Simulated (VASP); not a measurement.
Data:

```
CELL_PARAMETERS angstrom
      4.62502     0.00000     0.00000
      0.00000     4.62502     0.00000
      0.00000     0.00000     2.97320
ATOMIC_POSITIONS crystal
  Ti 0.00000 0.00000 0.00000
  Ti 0.50000 0.50000 0.50000
  O  0.30436 0.30436 0.00000
  O  0.80436 0.19564 0.50000
  O  0.19564 0.80436 0.50000
  O  0.69564 0.69564 0.00000
```

Level of theory: TPSS meta-GGA, VASP's PBE PAW potentials (set 64) (plane waves; VASP 6.6.1). Settings: 520 eV cut-off, 6×6×8 Γ-centred mesh, tetrahedra with Blöchl corrections, potentials Ti_sv O.

The cores are frozen, which limits the accuracy of field gradients.

Problem. Give the principal components of the electric field gradient (V/Å²) and the asymmetry η at each nucleus.

Solution. 
```csv
atom,Vxx,Vyy,Vzz,η
Ti1,12.5,7.6,-20.1,0.25
Ti2,12.5,7.6,-20.1,0.25
O3,-20.5,-1.3,21.8,0.88
O4,-20.5,-1.3,21.8,0.88
O5,-20.5,-1.3,21.8,0.88
O6,-20.5,-1.3,21.8,0.88
```

The compound is TiO2 in the rutile structure. It was relaxed first.
